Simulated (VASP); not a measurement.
Level of theory: optB88-vdW, VASP's PBE PAW potentials (set 64) (plane waves; VASP).

The input files of a VASP run:

INCAR:
```
# general
SYSTEM  =Dy
PREC    =Accurate
ENCUT   =520
LREAL   =F
LASPH   =T

# electronic loop
EDIFF   =1E-6
NELM    =100
ALGO    =Normal
LMAXMIX =6

# smearing
ISMEAR  =1
SIGMA   =0.1

# functional
GGA     =BO
LUSE_VDW=T
AGGAC   =0.0
PARAM1  =0.1833333333
PARAM2  =0.22

# ions
IBRION  =2
NSW     =60
ISIF    =3
EDIFFG  =-0.01

# output
LWAVE   =F
LCHARG  =F
```

File KPOINTS:
```
Regular mesh
0
Gamma
  11 11 6
```

**POSCAR**
```
Dy
1
    1.7911933652    -3.1024377163    -0.0000000000
    1.7911933652     3.1024377163    -0.0000000000
   -0.0000000000    -0.0000000000     5.5468916267
Dy
2
Direct
  0.3333330000   0.6666670000   0.2500000000
  0.6666670000   0.3333330000   0.7500000000
```

POTCAR, in this order: Dy_3 (PBE.64 set). Program: vasp_std.

Output

File OSZICAR:
```
       N       E                     dE             d eps       ncg     rms          rms(c)
DAV:   1     0.552655197306E+02    0.55266E+02   -0.88385E+03  1664   0.125E+03
DAV:   2    -0.341050217098E+00   -0.55607E+02   -0.54521E+02  1679   0.312E+02
DAV:   3    -0.356373661722E+01   -0.32227E+01   -0.30208E+01  2289   0.414E+01
DAV:   4    -0.369423730722E+01   -0.13050E+00   -0.12940E+00  2216   0.853E+00
DAV:   5    -0.369884778498E+01   -0.46105E-02   -0.45957E-02  2402   0.114E+00    0.239E+01
DAV:   6    -0.371946803301E+01   -0.20620E-01   -0.16751E-02  2483   0.122E+00    0.143E+01
DAV:   7    -0.373869997003E+01   -0.19232E-01   -0.35098E-02  2368   0.178E+00    0.228E-01
DAV:   8    -0.373904028634E+01   -0.34032E-03   -0.17011E-03  1984   0.346E-01    0.868E-02
DAV:   9    -0.373916417611E+01   -0.12389E-03   -0.32525E-04  1949   0.135E-01    0.392E-02
DAV:  10    -0.373916131584E+01    0.28603E-05   -0.57505E-05  2066   0.613E-02    0.598E-02
DAV:  11    -0.373916600314E+01   -0.46873E-05   -0.16404E-05  1849   0.283E-02    0.180E-03
DAV:  12    -0.373916638391E+01   -0.38076E-06   -0.77847E-07  1227   0.907E-03
   1 F= -.37391664E+01 E0= -.37394072E+01  d E =-.373917E+01
```

OUTCAR:
```
------------------------ aborting loop because EDIFF is reached ----------------------------------------
  FORCE on cell =-STRESS in cart. coord.  units (eV):
  Direction    XX          YY          ZZ          XY          YZ          ZX
  --------------------------------------------------------------------------------------
  Total       -0.0148510     -0.0148510     -0.0079388      0.0000000      0.0000000      0.0000000
  in kB       -0.3859580     -0.3859579     -0.2063187      0.0000000      0.0000000      0.0000000
  external PRESSURE =      -0.3260782 kB  Pullay stress =       0.0000000 kB
  volume of cell :       61.65
      direct lattice vectors                 reciprocal lattice vectors
     1.791193365 -3.102437716  0.000000000     0.279143508 -0.161163590  0.000000000
     1.791193365  3.102437716  0.000000000     0.279143508  0.161163590  0.000000000
     0.000000000  0.000000000  5.546891627     0.000000000  0.000000000  0.180281150
 POSITION                                       TOTAL-FORCE (eV/Angst)
 -----------------------------------------------------------------------------------
      1.79119      1.03415      1.38672        -0.000000     -0.000000      0.000000
      1.79119     -1.03415      4.16017         0.000000      0.000000      0.000000
 -----------------------------------------------------------------------------------
    total drift:                               -0.000003      0.000100     -0.000011
  FREE ENERGIE OF THE ION-ELECTRON SYSTEM (eV)
  ---------------------------------------------------
  free  energy   TOTEN  =        -3.7391663839 eV

  energy  without entropy=       -3.7398887212  energy(sigma->0) =       -3.73940716

 reached required accuracy - stopping structural energy minimisation
```
(Selected blocks of OUTCAR.)

The 4f electrons are frozen in the core of the lanthanide potential, so 4f levels, which can set the real gap, and their magnetism are missing.

The compound is Dy in the hcp structure. It was relaxed first. The start is the result of an earlier pass.
